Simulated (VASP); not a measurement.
Set up this calculation in VASP 6.6.1, as the native input.

| Item | Value |
| --- | --- |
| Task | relaxation of cell and atoms |
| Functional | PBE |
| Potentials or basis | VASP PAW PBE potentials, release 64 (Sn_d, Ge_d, O) |
| Cutoff | 520 eV |
| k mesh | 3 × 3 × 3 |
| Occupations | gaussian, width 0.15 eV |
| Spin | no spin polarisation |
| Further INCAR settings | PREC = Normal; ALGO = Fast; EDIFF = 0.0001; IBRION = 2; EDIFFG = -0.08; NSW = 24; ISIF = 3 |

The structure of Sn2GeO2 lies in POSCAR:

```
Sn2GeO2
1.0
    5.2011346000      0.0000000000      0.0000000000
   -2.6005673000      4.5043146900      0.0000000000
    0.0000000000      0.0000000000      4.3873356400
Sn Ge O
2 1 2
Direct
    0.3333333300      0.6666666700      0.2344025600
    0.6666666700      0.3333333300      0.2344025600
    0.0000000000      0.0000000000      0.5132644100
    0.3333333300      0.6666666700      0.7041143100
    0.6666666700      0.3333333300      0.7041143100
```

The cell was built by a generator and needn't be a form met in nature.

The input as run:

INCAR

```
  PREC = Normal
  ENCUT = 520
  EDIFF = 1E-4
  ISMEAR = 0
  SIGMA = 0.15
  LREAL = False
  LASPH = True
  NELM = 60
  ALGO = Fast
  ISIF = 3
  LWAVE = False
  LCHARG = False
  GGA = PE
  IBRION = 2
  NSW = 24
  EDIFFG = -0.08
```

KPOINTS

```
regular mesh
0
Gamma
  3 3 3
```

Potentials or basis: VASP PAW PBE potentials, release 64 (Sn_d, Ge_d, O).

The run is started by

```bash
$ cat potpaw_PBE.64/Sn_d/POTCAR potpaw_PBE.64/Ge_d/POTCAR potpaw_PBE.64/O/POTCAR > POTCAR
$ mpirun -np 1 vasp_std > vasp.out
```

Results of the run:

- Relaxed volume: 19.11 Å³/atom
- Relaxed cell: a = 5.165 Å, b = 5.165 Å, c = 4.136 Å, α = 90.00°, β = 90.00°, γ = 120.00°
- Space group after relaxing (to 0.05 Å): P6mm (No. 183)
- Energy gained by relaxing: 90.6 meV/atom
- Ionic steps: 18
- Pressure after relaxing: 0.1 GPa
- Largest force after relaxing: 0.072 eV/Å
- Band gap on the k mesh: none (metal or under the smearing width)

Caveat: the k mesh is coarse (spacing up to 0.48 Å⁻¹), so the values aren't converged; the relaxation stopped at a loose force limit of 0.08 eV/Å, so its end isn't a converged minimum.

Run time: 70 s on 1 thread of Intel(R) Xeon(R) 6975P-C (Granite Rapids), on a shared host, peak memory 0.17 GiB.
